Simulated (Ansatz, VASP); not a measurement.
**SnO: VASP beside Ansatz**

Wanted: the spread between two codes on one cell, functional and k mesh. The cell is generated by rule, not measured, and may not be a known phase. The cell is taken from a series of runs on this material, whose earlier steps may have relaxed, scaled, displaced or heated it; both programs get it as it stands.

Main program and level: Ansatz 0.2.0; plane waves, with VASP 6.6.1 beside it; single point at LDA.

## 1. The structure

It takes space group F-43m (No. 216, cubic). The conventional cell has a = 5.427 Å, b = 5.427 Å, c = 5.427 Å, α = 90.00°, β = 90.00°, γ = 90.00°. Sn has 4 O at 2.35 Å nearest. Nearest to O lie 4 Sn at 2.35 Å. Farther neighbours and most contacts between anions are not listed.

## 2. VASP: single point, LDA, pair 1

With cell and atoms fixed, the geometry can't cause a difference; cores, projectors, grids and the points listed under the comparison can.

Lines of VASP's logs that name or quote its potential files are left out, and so is its time.

INCAR

```
SYSTEM = SnO
PREC = Accurate
ENCUT = 600
EDIFF = 1E-06
NELM = 120
ISMEAR = 0
SIGMA = 0.1
LREAL = .FALSE.
ALGO = Normal
GGA = PW92
NBANDS = 16
LORBIT = 11
LWAVE = .FALSE.
LCHARG = .FALSE.
ISIF = 2
LASPH = .TRUE.
GGA_COMPAT = .FALSE.
KPAR = 2
```

POSCAR

```
SnO
1.0
    0.0000000000      2.7135500000      2.7135500000
    2.7135500000      0.0000000000      2.7135500000
    2.7135500000      2.7135500000      0.0000000000
Sn O
1 1
Direct
    0.0000000000      0.0000000000      0.0000000000
    0.2500000000      0.2500000000      0.2500000000
```

KPOINTS

```
Automatic mesh
0
Gamma
6 6 6
0 0 0
```

PAW data sets: Sn_d and O (LDA family, release 64).

Launch:

```bash
mpirun -np 2 vasp_std
```

Numbers of over 12 decimals in the logs are rounded to 6 here.

The program printed:

```text
[banner, memory and clock lines left out]
running    2 mpi-ranks, on    1 nodes
 distrk:  each k-point on    1 cores,    2 groups
 distr:  one band on    1 cores,    1 groups

 POSCAR found type information on POSCAR SnO
 POSCAR found :  2 types and       2 ions
|                                                                             |
|               ----> ADVICE to this user running VASP <----                  |
|                                                                             |
|     You enforced a specific xc type in the INCAR file but a different       |
|     [... a line on the potential file left out ...]
|     I HOPE YOU KNOW WHAT YOU ARE DOING!                                     |
|                                                                             |

 LDA part: xc-table for (Slater(with rela. corr.)+PW92), standard interpolation
 POSCAR, INCAR and KPOINTS ok, starting setup
 FFT: planning ... GRIDC
 FFT: planning ... GRID_SOFT
 FFT: planning ... GRID
 WAVECAR not read
 entering main loop
       N       E                     dE             d eps       ncg     rms          rms(c)
DAV:   1     0.153613902815E+03    0.15361E+03   -0.11232E+04   520   0.188E+03
DAV:   2     0.206007224143E+01   -0.15155E+03   -0.14512E+03   552   0.427E+02
DAV:   3    -0.135109142632E+02   -0.15571E+02   -0.15517E+02   624   0.116E+02
DAV:   4    -0.138794815059E+02   -0.36857E+00   -0.36849E+00   624   0.197E+01
DAV:   5    -0.138912395804E+02   -0.11758E-01   -0.11758E-01   784   0.331E+00    0.847E+00
DAV:   6    -0.121230043186E+02    0.17682E+01   -0.14346E+01   744   0.462E+01    0.534E+00
DAV:   7    -0.118285006226E+02    0.29450E+00   -0.25888E+00   608   0.943E+00    0.140E+00
DAV:   8    -0.117901307217E+02    0.38370E-01   -0.18181E-01   528   0.333E+00    0.307E-01
DAV:   9    -0.117888229263E+02    0.13078E-02   -0.10104E-02   800   0.805E-01    0.139E-01
DAV:  10    -0.117889560413E+02   -0.13311E-03   -0.29735E-03   752   0.462E-01    0.858E-02
DAV:  11    -0.117887541668E+02    0.20187E-03   -0.10578E-03   776   0.237E-01    0.838E-03
DAV:  12    -0.117887574158E+02   -0.32489E-05   -0.51150E-05   576   0.519E-02    0.609E-03
DAV:  13    -0.117887569309E+02    0.48484E-06   -0.26904E-06   536   0.131E-02
   1 F= -.11788757E+02 E0= -.11787504E+02  d E =-.250661E-02
```

Parts of OUTCAR (step 2):

```text
ion  position               nearest neighbor table
   1  0.000  0.000  0.000-   2 2.35   2 2.35   2 2.35   2 2.35
   2  0.250  0.250  0.250-   1 2.35   1 2.35   1 2.35   1 2.35

  LATTYP: Found a face centered cubic cell.
 ALAT       =     5.4271000000

 Subroutine GETGRP returns: Found 24 space group operations
 (whereof 24 operations were pure point group operations)

The static configuration has the point symmetry T_d .

 Found     16 irreducible k-points:

   k-points           NKPTS =     16   k-points in BZ     NKDIM =     16   number of bands    NBANDS=     16

   dimension x,y,z NGX =    32 NGY =   32 NGZ =   32
   dimension x,y,z NGXF=    64 NGYF=   64 NGZF=   64

   ENCUT  =  600.0 eV  44.10 Ry    6.64 a.u.   7.66  7.66  7.66*2*pi/ulx,y,z

   NELECT =      20.0000    total number of electrons

 k-points in reciprocal lattice and weights: Automatic mesh
   0.00000000  0.00000000  0.00000000       0.005
   0.16666667  0.00000000  0.00000000       0.037
   0.33333333  0.00000000  0.00000000       0.037
   0.50000000  0.00000000  0.00000000       0.019
   0.16666667  0.16666667  0.00000000       0.028
   0.33333333  0.16666667  0.00000000       0.111
   0.50000000  0.16666667  0.00000000       0.111
  -0.33333333  0.16666667  0.00000000       0.111
  -0.16666667  0.16666667  0.00000000       0.056
[...]
-0.33333333  0.33333333  0.16666667       0.111
  -0.33333333  0.50000000  0.16666667       0.056

 average (electrostatic) potential at core
       1-101.2343       2 -71.0645

 E-fermi :   5.7311

 k-point     1 :       0.0000    0.0000    0.0000
  band No.  band energies     occupation
    ...
      6     -12.8838      2.00000
      7      -0.5609      2.00000
      8       2.0930      2.00000
      9       2.0930      2.00000
     10       2.0930      2.00000
     11      10.0745      0.00000
     12      10.0745      0.00000
     13      10.0745      0.00000
     14      14.6057      0.00000
     15      17.1238      0.00000
    ...

 k-point     2 :       0.1667    0.0000    0.0000
  band No.  band energies     occupation
    ...
      6     -12.7337      2.00000
      7      -1.0685      2.00000
      8       1.9769      2.00000
      9       1.9769      2.00000
     10       2.5389      2.00000
     11       8.8314      0.00000
     12      10.1943      0.00000
     13      10.1943      0.00000
     14      15.2392      0.00000
     15      16.3467      0.00000
    ...

 k-point     3 :       0.3333    0.0000    0.0000
  band No.  band energies     occupation
    ...
      6     -12.4142      2.00000
      7      -1.9100      2.00000
      8       1.7614      2.00000
      9       1.7614      2.00000
     10       3.1255      2.00000
     11       7.6464      0.00000
     12      10.2716      0.00000
     13      10.2716      0.00000
     14      14.3863      0.00000
     15      16.2833      0.00000
    ...

  Total       -0.8945144     -0.8945144     -0.8945144     -0.0000000      0.0000000     -0.0000000
  in kB      -35.8636461    -35.8636461    -35.8636461     -0.0000000      0.0000000     -0.0000000
  external PRESSURE =     -35.8636461 kB  Pullay stress =       0.0000000 kB

  energy-cutoff  :      600.00
  volume of cell :       39.96
      direct lattice vectors                 reciprocal lattice vectors
     0.000000000  2.713550000  2.713550000    -0.184260471  0.184260471  0.184260471
     2.713550000  0.000000000  2.713550000     0.184260471 -0.184260471  0.184260471
     2.713550000  2.713550000  0.000000000     0.184260471  0.184260471 -0.184260471

 POSITION                                       TOTAL-FORCE (eV/Angst)
 -----------------------------------------------------------------------------------
      0.00000      0.00000      0.00000        -0.000000      0.000000     -0.000000
      1.35678      1.35678      1.35678         0.000000     -0.000000      0.000000
 -----------------------------------------------------------------------------------
    total drift:                               -0.000000     -0.000000     -0.000000

  FREE ENERGIE OF THE ION-ELECTRON SYSTEM (eV)
  ---------------------------------------------------
  free  energy   TOTEN  =       -11.7887569309 eV

  energy  without entropy=      -11.7862503174  energy(sigma->0) =      -11.78750362

 total charge
# of ion       s       p       d       tot
------------------------------------------
    1        1.368   0.669  10.013  12.050
    2        1.601   3.281   0.000   4.881
--------------------------------------------------
tot          2.969   3.950  10.013  16.932

[... 3 further parts left out ...]
```

The run ends at a pressure of -3.59 GPa.

## 3. Ansatz: single point, LDA, pair 1

Ansatz runs on its default PAW (the set named soft_2) files.

The same cell, functional (in two slightly different forms), mesh and smearing now go to Ansatz, which takes its cutoff from its data sets.

input.yaml

```yaml
crystal:
  lattice:
    - [0.0, 2.71355, 2.71355]
    - [2.71355, 0.0, 2.71355]
    - [2.71355, 2.71355, 0.0]
  atoms:
    - { symbol: Sn, position: [0.0, 0.0, 0.0] }
    - { symbol: O, position: [0.25, 0.25, 0.25] }
kpoints:
  mp_grid: { grid: [6, 6, 6] }
hamiltonian:
  xc: lda
scf:
  occupations: { method: gaussian, width: 0.1 }
output:
  forces: true
  stress: true
  eigenvalues: true
```

Launch:

```bash
ansatz run input.yaml --threads 4 --pin off --max-ram 7168MiB --backend cpu --events-out ev --progress --plain --runs-dir out
```

The program printed:

```text
Engine: ansatz 0.2.0, aarch64-unknown-linux-gnu
Pseudopotentials: kind: paw
Pseudopotential: Sn, paw, valence charge 14, recommended cutoff 420 eV (normal), Sn.paw.azcp
Pseudopotential: O, paw, valence charge 6, recommended cutoff 420 eV (normal), O.paw.azcp
Functional definition: SPW92
  exchange = slater_x
  correlation = pw_c
Crystal: 2 atoms, lattice volume = 39.962 Å³
Basis set: ecut = 420 eV, 749 PW (Γ)
Bands: 14, of which v1, the nominal top of the filled ones, is band 10 counted from 1 (9 counted from 0)
Symmetry: 24 space group operations
Space group: F-43m (ITA 216), of the structure as read, at distance tolerance 3.4e-5 Å
k-points: 16 of 216 (time reversal used)
Non-local potential: Sn, projectors of the file, l = 0: 2, l = 1: 2, l = 2: 2, l = 3: 2
Non-local potential: O, projectors of the file, l = 0: 2, l = 1: 2, l = 2: 1
PAW form: soft (Blöchl's): semilocal exchange-correlation on the pseudo side does not see the compensation charge
PAW frozen core: Sn, regenerated for the run's functional, and the local potential with it (the file was generated under x = pbe(κ = 0.804, μ = 0.219515), c = pbe(β = 0.066725))
PAW frozen core: O, regenerated for the run's functional, and the local potential with it (the file was generated under x = pbe(κ = 0.804, μ = 0.219515), c = pbe(β = 0.066725))
PAW one-centre angular grid: Sn, 590 points (default); XC on 64 Gauss nodes
PAW one-centre angular grid: O, 110 points (default); XC on 64 Gauss nodes
Initial density: superposition of atomic densities (neutral atoms: chi_scale 0, normalization atom), corrected by the library's trained network
Initial wavefunctions: pseudopotential atomic-orbital guess
Functional: x = slater, c = lda
SCF iter   1: F=—  HF=-6433.858380 eV  |F-HF|=—  |Δ(HF+E_count)|=         —  Δρ=2.12e-2  dr2=1.95e-1  ethr=1.77e-3  ⟨swp⟩=5.1  Hψ=1239  notcnv=0
preconditioner: auto → none  [insulator: Δε(μ)=0.393 eV  Ē_g=18.739 eV  σ=0.100 eV  W_gap=0.75  n_scr=14 (ndim 8)  ℏωp=26.3 eV  f_vac=0.025  D(μ)=0.50/eV (n_scr^D=0)  ε∞_Penn≈3.0]
SCF iter   2: F=—  HF=-6433.890323 eV  |F-HF|=—  |Δ(HF+E_count)|=   3.19e-2  Δρ=3.04e-2  dr2=3.50e-1  ethr=9.77e-4  ⟨swp⟩=2.0  Hψ=495  notcnv=0
SCF iter   3: F=—  HF=-6433.824045 eV  |F-HF|=—  |Δ(HF+E_count)|=   6.63e-2  Δρ=8.19e-3  dr2=2.31e-2  ethr=9.77e-4  ⟨swp⟩=2.1  Hψ=322  notcnv=0
SCF iter   4: F=—  HF=-6433.819513 eV  |F-HF|=—  |Δ(HF+E_count)|=   4.53e-3  Δρ=8.68e-4  dr2=3.87e-4  ethr=1.15e-4  ⟨swp⟩=2.1  Hψ=367  notcnv=0
SCF iter   5: F=—  HF=-6433.819436 eV  |F-HF|=—  |Δ(HF+E_count)|=   7.70e-5  Δρ=1.29e-4  dr2=2.02e-6  ethr=1.93e-6  ⟨swp⟩=1.7  Hψ=311  notcnv=0
SCF iter   6: F=—  HF=-6433.819437 eV  |F-HF|=—  |Δ(HF+E_count)|=   4.25e-7  Δρ=1.27e-5  dr2=3.93e-8  ethr=5.00e-10  ⟨swp⟩=4.8  Hψ=1229  notcnv=0
SCF iter   7: F=-6433.819437 eV  HF=-6433.819437 eV  |F-HF|=6.37e-11  |Δ(HF+E_count)|=   1.30e-8  Δρ=1.28e-6  dr2=5.64e-10  ethr=1.96e-10  ⟨swp⟩=2.6  Hψ=724  notcnv=0
SCF 1 converged in 7 iterations: F = -6433.819437 eV  dr2 = 5.64e-10
  greatest PAW one-centre occupation: 0.993 electrons in one spin orbital (limit 2), on the Sn atom at site 0 (counted from 0), in its partial waves of l = 2
SCF converged after 7 iterations
Free energy (F): -6433.819437 eV
Harris-Foulkes:  -6433.819437 eV  (|F-HF|=6.37e-11)
Internal energy: -6433.816931 eV  (E = F + TS)
E sigma→0 (E₀):  -6433.818184 eV
Entropy (-TS):   -0.002506 eV (-1.253 meV/atom)
Fermi energy:    8.127570 eV
--- Per-component energies (eV) ---
  E_band       = -125.332103
  E_kinetic    = 358.411244
  E_local      = -1341.751325  (includes V_loc(G=0)·N_el)
  E_nonlocal   = 21.403173
  E_hartree    = 707.041486
  E_xc         = -451.502055
  E_vxc        = -191.507919  (∫ρ·V_xc dr)
  E_paw        = -4138.077427  (= ΣΔE_a)
  E_vpaw       = -385.972258  (= ΣTr[D̂ρ^β])
  E_aug_tail   = 0.002366  (compensation charges beyond the density's cutoff)
  E_ewald      = -1589.866213
  E_core_change = 0.521820  (= ΣΔE_core)
  E_smearing   = -0.002506  (= −TS)
  E_closure    = -0.000000  (closes the sum)
  Σ components = -6433.819437   (vs F -6433.819437, Δ=0.00e0)
--- Forces (eV/Å), atoms counted from 1 ---
  atom   1  Sn    -0.00000000     0.00000000     0.00000000
  atom   2  O      0.00000000    -0.00000000     0.00000000
  max |Σ_I F_I| component: 2.22e-16 eV/Å
--- Stress (GPa, compression-positive) ---
       -3.597491      -0.000000      -0.000000
       -0.000000      -3.597491       0.000000
       -0.000000       0.000000      -3.597491
  P = ⅓ Tr σ = -3.5975 GPa (-35.975 kbar)
--- Band table (eV; the first three rows and the last of 16) ---
  k-point 0: bands = [... 6 lower, 1.8270, 4.5147, 4.5147, 4.5147, 12.4888, 12.4888, 12.4888, 16.9890]
  k-point 1: bands = [... 6 lower, 1.3253, 4.3972, 4.3972, 4.9515, 11.2410, 12.6082, 12.6082, 17.6429]
  k-point 2: bands = [... 6 lower, 0.4899, 4.1818, 4.1818, 5.5285, 10.0585, 12.6859, 12.6859, 16.7962]
  k-point 15: bands = [... 6 lower, 0.3747, 3.0234, 3.0400, 8.0798, 8.6859, 11.5680, 12.5895, 15.2057]
```

In the SCF lines HF is the Harris–Foulkes energy and dr2 the Hartree energy of the density residual, in eV; the loop may stop once dr2 is under the threshold and the program's other checks hold. Hψ counts applications of the Hamiltonian.

The run ends at a pressure of -3.60 GPa.

## 4. Differences

Known differences besides the potentials themselves: the cutoff is 420 eV in Ansatz and 600 eV in VASP; VASP's log shows a relativistic correction to its local exchange, Ansatz's none. Total energies have different zeros and are not compared.

Both answers:

```csv
quantity,Ansatz,VASP,difference
pressure (GPa),-3.60,-3.59,-0.01
```

## 5. VASP: single point, LDA, pair 2

A single point gives forces, pressure and levels at one fixed geometry, so differences don't come from the geometry; what else differs is listed under the comparison. This pair takes another cell of the material, with 4 atoms against 2 for the pair before.

INCAR: that of step 2 with these lines changed.

```diff
@@ -5,4 +5,4 @@
 NELM = 120
-ISMEAR = 0
-SIGMA = 0.1
+ISMEAR = 1
+SIGMA = 0.15
 LREAL = .FALSE.
@@ -10,3 +10,3 @@
 GGA = PW92
-NBANDS = 16
+NBANDS = 26
 LORBIT = 11
```

POSCAR

```
SnO
1.0
    0.0000000000     -2.6614960121     -2.6614960121
    0.0000000000      2.6614960121     -2.6614960121
    5.3229920242      0.0000000000      0.0000000000
Sn O
2 2
Direct
    0.5000000000      0.5000000000      0.5000000000
    0.0000000000      0.0000000000      0.0000000000
    0.0000000000      0.5000000000      0.7913301390
    0.5000000000      0.0000000000      0.2086698610
```

KPOINTS

```
Automatic mesh
0
Gamma
10 10 8
0 0 0
```

Launch:

```bash
mpirun -np 2 vasp_std
```

The program printed:

```text
[banner, memory and clock lines left out]
running    2 mpi-ranks, on    1 nodes
[...]
[... a notice as in an earlier step ...]

 LDA part: xc-table for (Slater(with rela. corr.)+PW92), standard interpolation
 POSCAR, INCAR and KPOINTS ok, starting setup
[...]
entering main loop
       N       E                     dE             d eps       ncg     rms          rms(c)
DAV:   1     0.439186837198E+03    0.43919E+03   -0.22049E+04  5508   0.247E+03
DAV:   2     0.422135400417E+02   -0.39697E+03   -0.38668E+03  5764   0.575E+02
DAV:   3    -0.235659139845E+02   -0.65779E+02   -0.64109E+02  6266   0.201E+02
DAV:   4    -0.274606020920E+02   -0.38947E+01   -0.38365E+01  6372   0.500E+01
[...]
DAV:  12    -0.236145806238E+02    0.52547E-05   -0.15861E-04  6966   0.856E-02    0.126E-02
DAV:  13    -0.236145789106E+02    0.17132E-05   -0.12461E-05  7172   0.351E-02    0.440E-03
DAV:  14    -0.236145789027E+02    0.79463E-08   -0.72092E-07  2940   0.694E-03
   1 F= -.23614579E+02 E0= -.23614821E+02  d E =0.726125E-03
```

Parts of OUTCAR (step 5):

```text
  Total       -0.1261109     -0.3986825     -0.3986825     -0.0000000      0.0000000      0.0000000
  in kB       -2.6793264     -8.4703301     -8.4703301     -0.0000000      0.0000000      0.0000000
  external PRESSURE =      -6.5399955 kB  Pullay stress =       0.0000000 kB

 POSITION                                       TOTAL-FORCE (eV/Angst)
 -----------------------------------------------------------------------------------
      2.66150      0.00000     -2.66150         0.000000     -0.000000     -0.000000
      0.00000      0.00000      0.00000         0.000000      0.000000      0.000000
      4.21224      1.33075     -1.33075        -0.188849      0.000000     -0.000000
      1.11075     -1.33075     -1.33075         0.188849     -0.000000     -0.000000
 -----------------------------------------------------------------------------------
    total drift:                                0.000000      0.000000     -0.000000

  FREE ENERGIE OF THE ION-ELECTRON SYSTEM (eV)
  ---------------------------------------------------
  free  energy   TOTEN  =       -23.6145789027 eV

  energy  without entropy=      -23.6153050279  energy(sigma->0) =      -23.61482094

[... 3 further parts left out ...]
[key lines of the parts left out:]
E-fermi :   6.4669
```

The run ends at a pressure of -0.65 GPa, with forces up to 0.19 eV/Å.

## 6. Ansatz: single point, LDA, pair 2

The same cell, functional (in two slightly different forms), mesh and smearing now go to Ansatz, which takes its cutoff from its data sets.

The cell is taken from a series of runs on this material, whose earlier steps may have relaxed, scaled, displaced or heated it; both programs get it as it stands.

input.yaml

```yaml
crystal:
  lattice:
    - [0.0, -2.6614960121, -2.6614960121]
    - [0.0, 2.6614960121, -2.6614960121]
    - [5.3229920242, 0.0, 0.0]
  atoms:
    - { symbol: Sn, position: [0.5, 0.5, 0.5] }
    - { symbol: Sn, position: [0.0, 0.0, 0.0] }
    - { symbol: O, position: [0.0, 0.5, 0.791330139] }
    - { symbol: O, position: [0.5, 0.0, 0.208669861] }
kpoints:
  mp_grid: { grid: [10, 10, 8] }
hamiltonian:
  xc: lda
scf:
  occupations: { method: methfessel_paxton, width: 0.15 }
output:
  forces: true
  stress: true
  eigenvalues: true
```

Launch:

```bash
ansatz run input.yaml --threads 4 --pin off --max-ram 7168MiB --backend cpu --events-out ev --progress --plain --runs-dir out
```

The program printed:

```text
[...]
Crystal: 4 atoms, lattice volume = 75.411 Å³
Basis set: ecut = 420 eV, 1465 PW (Γ)
Bands: 24, of which v1, the nominal top of the filled ones, is band 20 counted from 1 (19 counted from 0)
Symmetry: 8 space group operations
[...]
k-points: 105 of 800 (time reversal used)
[...]
--- Band table (eV; the first three rows and the last of 105) ---
  k-point 0: bands = [... 16 lower, 4.8250, 5.0485, 5.0485, 8.4134, 8.7557, 12.9539, 12.9539, 13.4310]
  k-point 1: bands = [... 16 lower, 5.0083, 5.0083, 5.0234, 8.2101, 8.9797, 12.9460, 12.9460, 13.0906]
  k-point 2: bands = [... 16 lower, 4.9039, 4.9039, 5.5039, 7.8398, 9.4040, 12.3506, 12.9288, 12.9288]
  k-point 104: bands = [... 16 lower, 3.3891, 3.4219, 7.9996, 9.9157, 9.9157, 10.2237, 11.9289, 11.9289]
[key lines of the parts left out:]
SCF converged after 6 iterations
Free energy (F): -12867.681448 eV
Fermi energy:    9.009643 eV
P = ⅓ Tr σ = -0.7250 GPa (-7.250 kbar)
```

The run ends at a pressure of -0.73 GPa, with forces up to 0.18 eV/Å.

(Continued in part 2 of 2.)

[Lines on the potential files, build, host, timing and source positions are cut from VASP's logs without a mark.]

[Logs are printed without paths, hosts, clocks, repeated set-up lines and the standing remarks that a program may print on its own settings, such as how far it seeks lower states.]

[Hosts, paths, dates, database ids (printed as entryN), source tags and the programs' standing remarks are cut or masked in the printed files.]
